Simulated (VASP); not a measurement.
# P2C (Fmmm) in VASP: reference runs

Aim: a first look at P2C with PBE, on the cell as given and on a disturbed one.

Everything below comes from runs of VASP 6.6.1. Logs are shortened: lines on timing, memory, paths and dates and some standing lists are left out, and cuts for length are marked.

### 1 The structure

It takes space group Fmmm (No. 69, orthorhombic). The conventional cell has a = 4.568 Å, b = 5.079 Å, c = 6.368 Å, α = 90.00°, β = 90.00°, γ = 90.00°. Around P (site symmetry 2/m) lie 2 C at 1.96 Å. Around C (site symmetry mmm) lie 4 P at 1.96 Å.

The cell was built by a generator and needn't be a form met in nature.

### 2 Single point, PBE

File INCAR:

```
PREC = Accurate
ENCUT = 520
EDIFF = 1E-7
ISMEAR = -1
SIGMA = 0.05
LREAL = False
LASPH = True
NELM = 100
ALGO = Normal
ISIF = 2
LWAVE = False
LCHARG = False
GGA = PE
NBANDS = 14
```

File KPOINTS:

```
regular mesh
0
Gamma
  9 9 9
```

File POSCAR:

```
P2C
1.0
    0.0000000000      2.5396100000      3.1839900000
    2.2841600000      0.0000000000      3.1839900000
    2.2841600000      2.5396100000      0.0000000000
P C
2 1
Direct
    0.0000000000      0.5000000000      0.0000000000
    0.5000000000      0.0000000000      0.5000000000
    0.5000000000      0.5000000000      0.5000000000
```

Potentials or basis: VASP PAW PBE potentials, release 64 (P, C).

Command:

```bash
> cat potpaw_PBE.64/P/POTCAR potpaw_PBE.64/C/POTCAR > POTCAR
> mpirun -np 1 vasp_std > vasp.out
```

OUTCAR:

```text
PREC = Accurate
   ENCUT = 520
   EDIFF = 1E-7
   ISMEAR = -1
   LREAL = False
   LASPH = True
   NELM = 100
   ISIF = 2
   GGA = PE

 ion  position               nearest neighbor table
   1  0.000  0.500  0.000-   3 1.96   3 1.96   2 2.28   2 2.28   2 2.54   2 2.54
   2  0.500  0.000  0.500-   3 1.96   3 1.96   1 2.28   1 2.28   1 2.54   1 2.54
   3  0.500  0.500  0.500-   2 1.96   1 1.96   2 1.96   1 1.96

  LATTYP: Found a face centered orthorhombic cell.
 ALAT       =     4.5683200000
 B/A-ratio  =     1.1118354231
 C/A-ratio  =     1.3939435066

  Lattice vectors:

 A1 = (   0.0000000000,   2.5396100000,   3.1839900000)
 A2 = (   2.2841600000,   0.0000000000,   3.1839900000)
 A3 = (   2.2841600000,   2.5396100000,   0.0000000000)

Analysis of symmetry for initial positions (statically):
=====================================================================
 Subroutine PRICEL returns:
 Original cell was already a primitive cell.

 Routine SETGRP: Setting up the symmetry group for a
 face centered orthorhombic supercell.

 Subroutine GETGRP returns: Found  8 space group operations
 (whereof  8 operations were pure point group operations)
 out of a pool of  8 trial point group operations.

The static configuration has the point symmetry D_2h.

Analysis of symmetry for dynamics (positions and initial velocities):
=====================================================================
 Subroutine PRICEL returns:
 Original cell was already a primitive cell.

 Routine SETGRP: Setting up the symmetry group for a
 face centered orthorhombic supercell.

 Subroutine GETGRP returns: Found  8 space group operations
 (whereof  8 operations were pure point group operations)
 out of a pool of  8 trial point group operations.

The dynamic configuration has the point symmetry D_2h.

 Subroutine INISYM returns: Found  8 space group operations
 (whereof  8 operations are pure point group operations),
 and found     1 'primitive' translations

----------------------------------------------------------------------------------------

                                     Primitive cell

  volume of cell :      36.9399

  direct lattice vectors                    reciprocal lattice vectors
     0.000000000  2.539610000  3.183990000    -0.218898851  0.196880623  0.157035669
     2.284160000  0.000000000  3.183990000     0.218898851 -0.196880623  0.157035669
     2.284160000  2.539610000  0.000000000     0.218898851  0.196880623 -0.157035669

  length of vectors
     4.072764574  3.918568517  3.415699907     0.333674824  0.333674824  0.333674824

  position of ions in fractional coordinates (direct lattice)
     0.000000000  0.500000000  0.000000000
     0.500000000  0.000000000  0.500000000
     0.500000000  0.500000000  0.500000000

  ion indices of the primitive-cell ions
   primitive index   ion index
                 1           1
                 2           2
                 3           3

----------------------------------------------------------------------------------------

 KPOINTS: regular mesh

Automatic generation of k-mesh.
 Grid dimensions read from file:
 generate k-points for:    9    9    9

 Generating k-lattice:

  Cartesian coordinates                     Fractional coordinates (reciprocal lattice)
    -0.024322095  0.021875625  0.017448408     0.111111111  0.000000000 -0.000000000
     0.024322095 -0.021875625  0.017448408     0.000000000  0.111111111  0.000000000
     0.024322095  0.021875625 -0.017448408    -0.000000000  0.000000000  0.111111111

  Length of vectors
     0.037074980  0.037074980  0.037074980

  Shift w.r.t. Gamma in fractional coordinates (k-lattice)
     0.000000000  0.000000000  0.000000000

 Subroutine IBZKPT returns following result:
 ===========================================

 Found    125 irreducible k-points:

 Following reciprocal coordinates:
            Coordinates               Weight
  0.000000  0.000000  0.000000      1.000000
  0.111111  0.000000 -0.000000      8.000000
  0.222222 -0.000000 -0.000000      8.000000
  0.333333  0.000000 -0.000000      8.000000
  0.444444 -0.000000 -0.000000      8.000000
  0.111111  0.111111  0.000000      2.000000
[... 16 lines left out ...]
 -0.333333  0.333333  0.000000      4.000000
  0.444444  0.444444  0.000000      2.000000
 [... further k-points ...]
   k-points           NKPTS =    125   k-points in BZ     NKDIM =    125   number of bands    NBANDS=     14
   number of dos      NEDOS =    301   number of ions     NIONS =      3
   total plane-waves  NPLWV =  25200
   dimension x,y,z NGX =    30 NGY =   30 NGZ =   28
   dimension x,y,z NGXF=    60 NGYF=   60 NGZF=   56
   ions per type =               2   1
   NGX,Y,Z   is equivalent  to a cutoff of  12.25, 12.73, 13.63 a.u.
   NGXF,Y,Z  is equivalent  to a cutoff of  24.49, 25.46, 27.26 a.u.
 SYSTEM =  unknown system
   PREC   = accura    normal or accurate (medium, high low for compatibility)
   ISTART =      0    job   : 0-new  1-cont  2-samecut
   ICHARG =      2    charge: 1-file 2-atom 10-const
   ISPIN  =      1    spin polarized calculation?
   LNONCOLLINEAR =      F non collinear calculations
   LSORBIT =      F    spin-orbit coupling
   LASPH  =      T    aspherical Exc in radial PAW
   ENCUT  =  520.0 eV  38.22 Ry    6.18 a.u.   7.57  7.29  6.35*2*pi/ulx,y,z
   NELM   =    100;   NELMIN=  2; NELMDL= -5     # of ELM steps
   EDIFF  = 0.1E-06   stopping-criterion for ELM
   LREAL  =      F    real-space projection
   EDIFFG = 0.1E-05   stopping-criterion for IOM
   NSW    =      0    number of steps for IOM
   IBRION =     -1    ionic relax: 0-MD 1-quasi-New 2-CG
   NFREE  =      0    steps in history (QN), initial steepest desc. (CG)
   ISIF   =      2    stress and relaxation
   ISYM   =      2    0-nonsym 1-usesym 2-fastsym
   POTIM  = 0.5000    time-step for ionic-motion
   TEBEG  =    0.0;   TEEND  =   0.0 temperature during run
   PSTRESS=    0.0 pullay stress
   NELECT =      14.0000    total number of electrons
   NUPDOWN=      -1.0000    fix difference up-down
   EMIN   =  10.00;   EMAX   =-10.00  energy-range for DOS
   EFERMI =   0.00;   METHOD = LEGACY
   ISMEAR =    -1;   SIGMA  =   0.05  broadening in eV -4-tet -1-fermi 0-gaus
   EFERMI_NEDOS =   21; number of points for ismear=-14 and -15
   IALGO  =     38    algorithm
   IMIX   =      4    mixing-type and parameters
     AMIX     =   0.40;   BMIX     =  1.00
     AMIX_MAG =   1.60;   BMIX_MAG =  1.00
  volume/ion in A,a.u.               =      12.31        83.09
  Fermi-wavevector in a.u.,A,eV,Ry     =   1.184729  2.238814 19.096910  1.403583
  Thomas-Fermi vector in A             =   2.320937
   LORBIT       =      0    0 simple, 1 ext, 2 COOP (PROOUT), +10 PAW based schemes
   GGA     = PE    functional components
   LHFCALC =     F    Hartree Fock is set to
   AEXX    =    0.0000 exact exchange contribution
   IVDW    =     0    specifies the selected vdW correction
   LEPSILON=     F    determine dielectric tensor
   LRPA    =     F    only Hartree local field effects (RPA)
 non-spin polarized calculation
  energy-cutoff  :      520.00
  volume of cell :       36.94
 maximum number of plane-waves:      1013
   NGX = 15   NGY = 15   NGZ = 13

 number of electron      14.0000000 magnetization

 Free energy of the ion-electron system (eV)
  ---------------------------------------------------
  ext. energy  EPLUGINS =         0.00000000
  ---------------------------------------------------
  free energy    TOTEN  =       -16.26143935 eV

  energy without entropy =      -16.25214958  energy(sigma->0) =      -16.25679447

 E-fermi :   8.5468     XC(G=0): -11.2837

 val. band max:        8.5400356016   @ k =  -0.4444   0.3333   0.2222
 cond. band min:       8.5763008693   @ k =  -0.1111   0.2222   0.1111
 fundamental gap:      0.0362652678
 Fermi energy:         8.5467709977

 k-point     1 :       0.0000    0.0000    0.0000
  band No.  band energies     occupation
      1      -8.8476      2.00000
      2       0.3279      2.00000
      3       2.9296      2.00000
      4       3.8674      2.00000
      5       4.5324      2.00000
      6       5.5372      2.00000
      7       6.1550      2.00000
      8       7.7944      2.00000
      9      11.3091      0.00000
     10      12.3133      0.00000
     11      13.9674      0.00000
     12      14.5870      0.00000
     13      15.6044      0.00000
     14      15.9139      0.00000

 k-point     2 :       0.1111    0.0000   -0.0000
  band No.  band energies     occupation
      1      -8.6827      2.00000
      2      -0.1904      2.00000
      3       2.6465      2.00000
      4       3.3783      2.00000
      5       4.8621      2.00000
      6       5.7763      2.00000
      7       6.5505      2.00000
      8       7.6501      2.00000
      9      11.9533      0.00000
     10      12.7673      0.00000
     11      12.8031      0.00000
     12      14.8838      0.00000
     13      15.2544      0.00000
     14      17.4303      0.00000

 k-point     3 :       0.2222   -0.0000   -0.0000
  band No.  band energies     occupation
      1      -8.1958      2.00000
      2      -1.4487      2.00000
      3       2.2361      2.00000
      4       2.4670      2.00000
      5       5.4649      2.00000
      6       6.1056      2.00000
      7       7.1180      2.00000
      8       8.0183      1.99995
      9      11.1136      0.00000
     10      13.1374      0.00000
     11      13.7776      0.00000
     12      14.6460      0.00000
     13      16.5414      0.00000
     14      18.5265      0.00000

 k-point     4 :       0.3333    0.0000   -0.0000
  band No.  band energies     occupation
      1      -7.4203      2.00000
      2      -2.9672      2.00000
      3       1.7217      2.00000
      4       1.9995      2.00000
      5       5.5348      2.00000
      6       6.4260      2.00000
      7       8.3415      1.96755
      8       8.4590      1.70513
      9      10.0281      0.00000
     10      12.5638      0.00000
     11      15.3852      0.00000
     12      16.2061      0.00000
     13      16.3712      0.00000
     14      18.6686      0.00000

 k-point     5 :       0.4444   -0.0000   -0.0000
  band No.  band energies     occupation
      1      -6.5175      2.00000
      2      -4.3022      2.00000
      3       1.4173      2.00000
      4       1.7898      2.00000
      5       5.4940      2.00000
      6       6.8675      2.00000
      7       8.1624      1.99908
      8       9.5617      0.00000
      9       9.6450      0.00000
     10      12.7341      0.00000
     11      13.9300      0.00000
[... 276 lines left out ...]
 k-point    22 :      -0.4444    0.3333    0.0000
  band No.  band energies     occupation
      1      -6.3511      2.00000
      2      -4.6815      2.00000
      3      -0.5766      2.00000
      4       4.2045      2.00000
      5       4.6578      2.00000
      6       7.2182      2.00000
      7       8.8119      0.00990
      8      10.8409      0.00000
      9      12.1386      0.00000
     10      13.4903      0.00000
     11      14.1562      0.00000
     12      14.7730      0.00000
     13      16.6927      0.00000
     14      19.6077      0.00000

 k-point    23 :      -0.3333    0.3333    0.0000
  band No.  band energies     occupation
      1      -5.4726      2.00000
      2      -5.2701      2.00000
      3      -1.2072      2.00000
      4       4.7190      2.00000
      5       5.2141      2.00000
      6       6.4161      2.00000
      7       8.7043      0.08210
      8       9.7554      0.00000
      9      11.7378      0.00000
     10      12.6350      0.00000
     11      14.7985      0.00000
     12      15.4559      0.00000
     13      17.2318      0.00000
     14      19.5222      0.00000

 k-point    24 :       0.4444    0.4444    0.0000
  band No.  band energies     occupation
      1      -6.8772      2.00000
      2      -4.6461      2.00000
      3       1.0615      2.00000
      4       2.8534      2.00000
      5       5.2629      2.00000
      6       6.6852      2.00000
      7       8.7345      0.04571
      8      11.5447      0.00000
      9      13.0368      0.00000
     10      13.8296      0.00000
     11      14.6646      0.00000
     12      14.9598      0.00000
     13      16.8941      0.00000
     14      17.6737      0.00000

 [... further k-points ...]

------------------------ aborting loop because EDIFF is reached ----------------------------------------

  FORCE on cell =-STRESS in cart. coord.  units (eV):
  Direction    XX          YY          ZZ          XY          YZ          ZX
  --------------------------------------------------------------------------------------
  -------------------------------------------------------------------------------------
  Total       -0.3198557     -0.2818754      0.0834944      0.0000000      0.0000000      0.0000000
  in kB      -13.8729685    -12.2256644      3.6213688      0.0000000      0.0000000      0.0000000
  external PRESSURE =      -7.4924214 kB  Pullay stress =       0.0000000 kB

 VOLUME and BASIS-vectors are now :
 -----------------------------------------------------------------------------
  energy-cutoff  :      520.00
  volume of cell :       36.94
      direct lattice vectors                 reciprocal lattice vectors
     0.000000000  2.539610000  3.183990000    -0.218898851  0.196880623  0.157035669
     2.284160000  0.000000000  3.183990000     0.218898851 -0.196880623  0.157035669
     2.284160000  2.539610000  0.000000000     0.218898851  0.196880623 -0.157035669

 POSITION                                       TOTAL-FORCE (eV/Angst)
 -----------------------------------------------------------------------------------
      1.14208      0.00000      1.59200        -0.000000      0.000000      0.000000
      1.14208      2.53961      1.59200        -0.000000     -0.000000      0.000000
      2.28416      2.53961      3.18399         0.000000     -0.000000      0.000000
 -----------------------------------------------------------------------------------
    total drift:                                0.000000     -0.000000      0.000000

  FREE ENERGIE OF THE ION-ELECTRON SYSTEM (eV)
  ---------------------------------------------------
  free  energy   TOTEN  =       -16.2614393521 eV

  energy  without entropy=      -16.2521495791  energy(sigma->0) =      -16.25679447
```

It took 76 s on 1 thread of Intel Xeon Platinum 8375C at 2.90GHz (Ice Lake), shared host; peak memory 0.19 GiB.

What came out:

```
Free energy            : -16.2614 eV
Pressure               : -0.7 GPa
Band gap on the k mesh : none (metal or under the smearing width)
```

Stress tensor (GPa, compression positive):
```
-1.39  0.00  0.00
 0.00 -1.22  0.00
 0.00  0.00  0.36
```

### 3 Single point, PBE (atoms moved at random, drawn with an rms of 0.05 Å)

File INCAR:

```
SYSTEM = P2C
PREC = Accurate
ENCUT = 520
EDIFF = 1E-7
ISMEAR = -1
SIGMA = 0.05
LREAL = .FALSE.
LASPH = .TRUE.
NELM = 80
ALGO = Normal
ISIF = 2
LWAVE = .FALSE.
LCHARG = .TRUE.
GGA = PE
LELF = .TRUE.
LVHAR = .TRUE.
NBANDS = 14
```

File KPOINTS:

```
Automatic mesh
0
G
  9 9 9
  0 0 0
```

File POSCAR:

```
P2C
1.0
    0.0000000000      2.5396100000      3.1839900000
    2.2841600000      0.0000000000      3.1839900000
    2.2841600000      2.5396100000      0.0000000000
P C
2 1
Direct
    0.0104060000      0.5133140000     -0.0079260000
    0.5064720000     -0.0030660000      0.4926030000
    0.4918150000      0.5101890000      0.5030080000
```

Potentials or basis: VASP PAW PBE potentials, release 64 (P, C).

Command:

```bash
> cat potpaw_PBE.64/P/POTCAR potpaw_PBE.64/C/POTCAR > POTCAR
> mpirun -np 1 vasp_std > vasp.out
```

Run time: 2.7 min. Hardware: 1 thread of Intel Xeon Platinum 8375C at 2.90GHz (Ice Lake), shared host; peak memory 0.28 GiB.

It converged, with:

| Property | Result |
| --- | --- |
| Free energy | -16.2600 eV |
| Pressure | -0.1 GPa |
| Largest force | 0.166 eV/Å |
| Band gap on the k mesh | none (metal or under the smearing width) |

Forces in eV/Å, atoms in the order of the input:
```
P   -0.137 -0.007 -0.093
P    0.001 -0.047  0.128
C    0.137  0.053 -0.035
```

Stress tensor (GPa, compression positive):
```
-0.65 -0.01 -0.62
-0.01 -1.17  0.00
-0.62  0.00  1.41
```

Levels at points of the mesh, in eV from the Fermi level:
| k point | band 3 | band 4 | band 5 | band 6 | band 7 | band 8 | band 9 | band 10 | band 11 | band 12 |
| --- | --- | --- | --- | --- | --- | --- | --- | --- | --- | --- |
| (0.00, 0.00, 0.00) | -5.72 | -4.63 | -3.97 | -2.96 | -2.38 | -0.77 | 2.74 | 3.74 | 5.43 | 6.09 |
